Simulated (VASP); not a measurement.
Method: PBE GGA, VASP's PBE PAW potentials (set 64) (plane waves; VASP).

A VASP calculation is set up with these files.

File POSCAR:
```
NaCl
1
    0.0000000000     2.8394556795     2.8394556795
    2.8394556795     0.0000000000     2.8394556795
    2.8394556795     2.8394556795     0.0000000000
Na Cl
1 1
Direct
  0.0000000000   0.0000000000   0.0000000000
  0.5000000000   0.5000000000   0.5000000000
```

**INCAR**
```
SYSTEM  =  NaCl
PREC  =  Accurate; ENCUT  =  400; LREAL  =  F
LASPH  =  T; ICHARG  =  11
EDIFF  =  1E-7; NELM  =  100; ALGO  =  Normal
ISMEAR  =  0; SIGMA  =  0.05
GGA  =  PE
LWAVE  =  F; LCHARG  =  F; LORBIT  =  11
```

KPOINTS:
```
k-points along high-symmetry lines
15
Line-mode
Reciprocal
  0.000000   0.000000   0.000000 ! GAMMA
  0.500000   0.000000   0.500000 ! X

  0.500000   0.000000   0.500000 ! X
  0.625000   0.250000   0.625000 ! U

  0.375000   0.375000   0.750000 ! K
  0.000000   0.000000   0.000000 ! GAMMA

  0.000000   0.000000   0.000000 ! GAMMA
  0.500000   0.500000   0.500000 ! L

  0.500000   0.500000   0.500000 ! L
  0.500000   0.250000   0.750000 ! W

  0.500000   0.250000   0.750000 ! W
  0.500000   0.000000   0.500000 ! X
```

POTCAR, in this order: Na_pv Cl (PBE.64 set). Program: vasp_std. Read from the step before: CHGCAR.

The resulting files:

OSZICAR:
```
       N       E                     dE             d eps       ncg     rms          rms(c)
DAV:   1     0.813467264529E+02    0.81347E+02   -0.65714E+03  2023   0.106E+03
DAV:   2     0.396729218883E+00   -0.80950E+02   -0.74722E+02  2219   0.244E+02
DAV:   3    -0.627389261986E+01   -0.66706E+01   -0.66302E+01  2373   0.730E+01
DAV:   4    -0.640520747198E+01   -0.13131E+00   -0.13121E+00  2229   0.112E+01
DAV:   5    -0.640832109606E+01   -0.31136E-02   -0.31134E-02  2481   0.172E+00
DAV:   6    -0.640841863179E+01   -0.97536E-04   -0.97535E-04  2400   0.300E-01
DAV:   7    -0.640842246215E+01   -0.38304E-05   -0.38304E-05  2683   0.523E-02
DAV:   8    -0.640842259563E+01   -0.13348E-06   -0.13347E-06  2179   0.850E-03
DAV:   9    -0.640842260150E+01   -0.58712E-08   -0.58591E-08  1714   0.159E-03
   1 F= -.64084226E+01 E0= -.64084226E+01  d E =-.395558E-13
```

OUTCAR:
```
 val. band max:       -0.8483120371   @ k =   0.0000   0.0000   0.0000

 cond. band min:       4.1770451227   @ k =   0.0000   0.0000   0.0000



 k-point     1 :       0.0000    0.0000    0.0000
  band No.  band energies     occupation
      1     -21.7050      2.00000
      2     -21.7049      2.00000
      3     -21.7049      2.00000
      4     -13.4640      2.00000
      5      -0.8483      2.00000
      6      -0.8483      2.00000
      7      -0.8483      2.00000
      8       4.1770      0.00000
      9      10.2471      0.00000
     10      10.2471      0.00000
     11      10.2471      0.00000

 k-point     2 :       0.0357    0.0000    0.0357
  band No.  band energies     occupation
      1     -21.7053      2.00000
      2     -21.7050      2.00000
      3     -21.7050      2.00000
      4     -13.4590      2.00000
      5      -0.8845      2.00000
      6      -0.8565      2.00000
      7      -0.8565      2.00000
      8       4.2358      0.00000
      9      10.1577      0.00000
     10      10.2764      0.00000
     11      10.2764      0.00000

 k-point     3 :       0.0714    0.0000    0.0714
  band No.  band energies     occupation
      1     -21.7061      2.00000
      2     -21.7053      2.00000
      3     -21.7053      2.00000
      4     -13.4443      2.00000
      5      -0.9866      2.00000
      6      -0.8804      2.00000
      7      -0.8804      2.00000
      8       4.4048      0.00000
      9       9.9227      0.00000
     10      10.3636      0.00000
     11      10.3636      0.00000

 k-point     4 :       0.1071    0.0000    0.1071
  band No.  band energies     occupation
      1     -21.7074      2.00000
      2     -21.7057      2.00000
      3     -21.7057      2.00000
      4     -13.4208      2.00000
      5      -1.1382      2.00000
      6      -0.9184      2.00000
      7      -0.9184      2.00000
      8       4.6657      0.00000
      9       9.6056      0.00000
     10      10.5058      0.00000
...
```

The density is held fixed in this step, so its total energy and stress have no physical meaning.

The compound is NaCl in the rock salt structure. It was relaxed first.
